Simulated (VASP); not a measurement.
Energy against volume of MgF₂ (rutile). All values below come from PBEsol GGA, VASP's PBE PAW potentials (set 64) (plane waves; VASP). Numerical set-up: 520 eV cut-off, 5×5×7 Γ-centred mesh, Gaussian smearing of 0.050 eV, potentials Mg F.

Shape and ions are relaxed at each volume.

```json
[
 {"V (Å³/atom)": "10.562", "E (eV/atom)": "-5.42905"},
 {"V (Å³/atom)": "10.889", "E (eV/atom)": "-5.43328"},
 {"V (Å³/atom)": "11.216", "E (eV/atom)": "-5.43129"},
 {"V (Å³/atom)": "11.542", "E (eV/atom)": "-5.42403"}
]
```

Task: Fit these four points and predict the energy of the run at 10.236 Å³/atom.

Result: A cubic in V^(−2/3), the third-order Birch-Murnaghan form, passes through the four points with V0 = 10.94 Å³/atom and B0 = 99 GPa, and gives -5.4175 eV/atom there. The run gave -5.4174 eV/atom, +0.1 meV/atom from the fit; all five points give B0 = 99 GPa.

The compound is MgF2 in the rutile structure. It was relaxed first.
